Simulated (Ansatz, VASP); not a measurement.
# InO (In2O2 monolayer) in two plane-wave programs, part 2 of 2

Aim: how closely do two programs agree when they are given the same cell, functional and k mesh? Of the first pair: The structure shown is the start of the Ansatz relaxation below; VASP solves that cell, so the two are compared at the walk's first step.

VASP 6.6.1 and Ansatz 0.2.0.

So far: Set-up; Ansatz: relaxation, PBE with D3(BJ); VASP: single point, PBE with D3(BJ), start cell, pair 1.

### 4. Comparison

Known differences besides the potentials themselves: Ansatz cuts the interaction across the vacuum, VASP repeats the sheet with a dipole correction; the cutoff is 420 eV in Ansatz and 520 eV in VASP. Total energies have different zeros and are not compared.

Forces (eV/Å; atoms numbered as in POSCAR):

```csv
atom,"Ansatz x, y, z","VASP x, y, z"
O1,"0.000, 0.000, 0.236","0.000, 0.000, 0.196"
O2,"0.000, 0.000, -0.236","0.000, 0.000, -0.196"
In3,"0.000, 0.000, -0.173","0.000, 0.000, -0.138"
In4,"0.000, 0.000, 0.173","0.000, 0.000, 0.138"
```

The forces differ by 22 meV/Å r.m.s., which is 22.2 % of the r.m.s. force of 0.098 eV/Å (both taken over all components). With vacuum in the cell, a pressure given here is an average over mostly empty space and none of the material.

### 5. Ansatz: relaxation, PBE with D3(BJ)

This run makes the geometry at which the two programs are then compared.

The structure compared here is the end of the Ansatz relaxation.

Contents of input.yaml:

```yaml
crystal:
  lattice:
    - [3.2916, 0.0, 0.0]
    - [-1.6458, 2.8506092191, 0.0]
    - [0.0, 0.0, 40.3736373453]
  atoms:
    - { symbol: O, position: [0.3333333333, 0.6666666667, 0.4421201847] }
    - { symbol: In, position: [0.0, 0.0, 0.4648285343] }
    - { symbol: In, position: [0.0, 0.0, 0.5351714657] }
    - { symbol: O, position: [0.3333333333, 0.6666666667, 0.5578798153] }
  periodic: [true, true, false]
kpoints:
  mp_grid: { grid: [12, 12, 1] }
hamiltonian:
  xc: pbe
  dispersion: d3bj
  pseudopotentials: { kind: paw, azcp: { folder: soft_1 } }
scf:
  occupations: { method: fermi_dirac, width: 0.05 }
  convergence: { dr2_threshold: 1.0e-09 }
relax:
  f_tol: 0.004
  max_steps: 90
  cell: {}
output:
  write_potential: true
  write_density: true
  volumetric_format: npy
```

The run is started by

```console
$ ansatz run input.yaml --threads 2 --pin off --max-ram 3072MiB --backend cpu --events-out ev --progress --plain --runs-dir out
```

Numbers of over 12 decimals in the logs are rounded to 6 here.

The log of the run:

```text
[...]
Crystal: 4 atoms, lattice volume = 378.828 Å³
Basis set: ecut = 420 eV, 7563 PW (Γ), exchange–correlation on 48×48×540 points (8 copies of the dense FFT grid, shifted against one another)
Bands: 23, of which v1, the nominal top of the filled ones, is band 19 counted from 1 (18 counted from 0)
Symmetry: 12 space group operations
[...]
--- Relaxed structure (6 steps of the walk, 5 accepted, 2 SCFs on fresh bases) ---
[...]
cell:  # Å, volume = 410.9705 Å³
    - [3.428397, 0, 0.0]
    - [-1.714198, 2.969079, 0.0]
    - [0.0, 0.0, 40.3736373453]
  atoms:
    - { symbol: O, position: [0.333333, 0.666667, 0.445059] }
    - { symbol: In, position: [0, -3.700743415524894e-17, 0.464845] }
    - { symbol: In, position: [0, -3.700743415524894e-17, 0.535155] }
    - { symbol: O, position: [0.333333, 0.666667, 0.554941] }
[key lines of the parts left out:]
SCF converged after 4 iterations
Free energy (F): -12330.664218 eV
Fermi energy:    -6.224485 eV
P = ½ c Tr σ = 0.0342 N/m
```

### 6. VASP: single point, PBE with D3(BJ), relaxed cell, pair 2

The same cell, functional, mesh and smearing now go to VASP, with its own data sets.

Contents of INCAR:

```
SYSTEM = InO
PREC = Accurate
ENCUT = 520
EDIFF = 1E-06
NELM = 120
ISMEAR = -1
SIGMA = 0.05
LREAL = .FALSE.
ALGO = Normal
GGA = PE
IVDW = 12
NBANDS = 25
LORBIT = 11
LWAVE = .FALSE.
LCHARG = .FALSE.
ISIF = 2
LDIPOL = .TRUE.
IDIPOL = 3
DIPOL = 0.5 0.5 0.5
LVHAR = .TRUE.
LASPH = .TRUE.
GGA_COMPAT = .FALSE.
EFERMI = MIDGAP
NELMDL = -8
```

Contents of POSCAR:

```
InO
1.0
    3.4283966483      0.0000000000      0.0000000000
   -1.7141983242      2.9690785917      0.0000000000
    0.0000000000      0.0000000000     40.3736373453
O In
2 2
Direct
    0.3333333333      0.6666666667      0.4450590604
    0.3333333333      0.6666666667      0.5549409396
    1.0000000000      0.0000000000      0.4648449400
    1.0000000000      0.0000000000      0.5351550600
```

Contents of KPOINTS:

```
Automatic mesh
0
Gamma
12 12 1
0 0 0
```

The projector-augmented-wave data sets are O and In_d (PBE family, release 64).

The run is started by

```console
$ mpirun -np 1 vasp_std
```

The log of the run:

```text
[... set-up lines as in an earlier step ...]
 entering main loop
       N       E                     dE             d eps       ncg     rms          rms(c)
DAV:   1     0.355678191489E+03    0.35568E+03   -0.15821E+04  1086   0.120E+03
DAV:   2     0.396340588126E+02   -0.31604E+03   -0.30861E+03  1177   0.314E+02
DAV:   3    -0.215570479047E+02   -0.61191E+02   -0.60223E+02  1301   0.154E+02
DAV:   4    -0.234909445806E+02   -0.19339E+01   -0.19303E+01  1138   0.335E+01
[...]
DAV:  25    -0.194193401482E+02   -0.27259E-05   -0.92192E-08   862   0.228E-03    0.650E-04
DAV:  26    -0.194193414364E+02   -0.12882E-05   -0.38093E-08   820   0.147E-03    0.626E-04
DAV:  27    -0.194193422572E+02   -0.82080E-06   -0.22731E-08   816   0.110E-03
   1 F= -.19992938E+02 E0= -.19992771E+02  d E =-.335373E-03
```

From OUTCAR (step 6):

```text
 Edisp (eV)   -0.57360

  Total       0.18553     0.18553    -0.00458    -0.00000     0.00000     0.00000
  in kB       0.72331     0.72331    -0.01785    -0.00000     0.00000     0.00000
  external pressure =        0.48 kB  Pullay stress =        0.00 kB

 POSITION                                       TOTAL-FORCE (eV/Angst)
 -----------------------------------------------------------------------------------
     -0.00000      1.97939     17.96865        -0.000000      0.000000     -0.035634
     -0.00000      1.97939     22.40498        -0.000000      0.000000      0.035634
      0.00000      0.00000     18.76748         0.000000      0.000000      0.033211
      0.00000      0.00000     21.60616         0.000000     -0.000000     -0.033211
 -----------------------------------------------------------------------------------
    total drift:                                0.000001     -0.000000     -0.000000

  FREE ENERGIE OF THE ION-ELECTRON SYSTEM (eV)
  ---------------------------------------------------
  free  energy   TOTEN  =       -19.9929382741 eV

  energy  without entropy=      -19.9926029014  energy(sigma->0) =      -19.99277059

[... 1 part as in an earlier step ...]

[... 2 further parts left out ...]
[key lines of the parts left out:]
E-fermi :  -4.3092
```

### 7. Differences

Both answers:

```csv
quantity,Ansatz,VASP,difference
gap on the k mesh (eV),0.439,0.428,+0.011
```

At this near-relaxed geometry the largest component of a force difference is 36 meV/Å. A gap on the mesh is an upper bound, since the band edges may lie between its points. With vacuum in the cell, a pressure given here is an average over mostly empty space and none of the material.

### 8. Results

```
r.m.s. force difference (single point, PBE with D3(BJ), start cell, pair 1)   : 22 meV/Å
r.m.s. force difference (single point, PBE with D3(BJ), relaxed cell, pair 2) : 20 meV/Å
```

What this shows: The r.m.s. force difference is 22 meV/Å (single point, PBE with D3(BJ), start cell, pair 1), beyond the 12 meV/Å picked in this series as the mark of a large difference. What causes the difference of the single point, PBE with D3(BJ), start cell, pair 1 pair stays open here. What causes the difference of the single point, PBE with D3(BJ), relaxed cell, pair 2 pair stays open here. How closely two codes agree says nothing of how well the functional describes the real material.

[Lines on the potential files, build, host, timing and source positions are cut from VASP's logs without a mark.]

[Logs are printed without paths, hosts, clocks, repeated set-up lines and the standing remarks that a program may print on its own settings, such as how far it seeks lower states.]

[Hosts, paths, dates, database ids (printed as entryN), source tags and the programs' standing remarks are cut or masked in the printed files.]
